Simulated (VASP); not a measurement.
Given:

```
CELL_PARAMETERS angstrom
      1.59915    -2.76982     0.00000
      1.59915     2.76982     0.00000
      0.00000     0.00000     5.16694
ATOMIC_POSITIONS crystal
  Mg 0.33333 0.66667 0.25000
  Mg 0.66667 0.33333 0.75000
```

The numbers are results of PBE GGA, VASP's PBE PAW potentials (set 64) (plane waves; VASP), not measurements. Run with 500 eV cut-off, 13×13×7 Γ-centred mesh, first-order Methfessel-Paxton smearing of 0.10 eV, potentials Mg.

Energy and stress use the plane-wave basis of the starting cell.

**Question.** The ions, cell shape and volume at an external pressure of 5.0 GPa are relaxed. What does this cell relax into?

**Answer.** 
```
CELL_PARAMETERS angstrom
      1.53979    -2.66699     0.00000
      1.53979     2.66699     0.00000
      0.00000     0.00000     4.98958
ATOMIC_POSITIONS crystal
  Mg 0.33333 0.66667 0.25000
  Mg 0.66667 0.33333 0.75000
```
Space group P6_3/mmc (194), at a tolerance of 0.03 Å.

**Question.** How do energy and volume change from the first to the last step?

**Answer.** The energy (σ→0) changes by +33.4 meV/atom and the volume by -10.5 %, in 5 ionic steps.

```tsv
step	E(σ→0) (eV)	max force (eV/Å)	pressure (GPa)	volume (Å³)
1	-3.0026	0.000	-0.03	45.77
2	-2.9417	0.000	4.73	41.18
3	-2.9358	0.000	4.99	40.98
4	-2.9329	0.000	5.11	40.89
5	-2.9359	0.000	4.99	40.98
```

The compound is Mg in the hcp structure. This run relaxes it under an external pressure of 5 GPa. Symmetry was kept, so distortions that lower it aren't found.
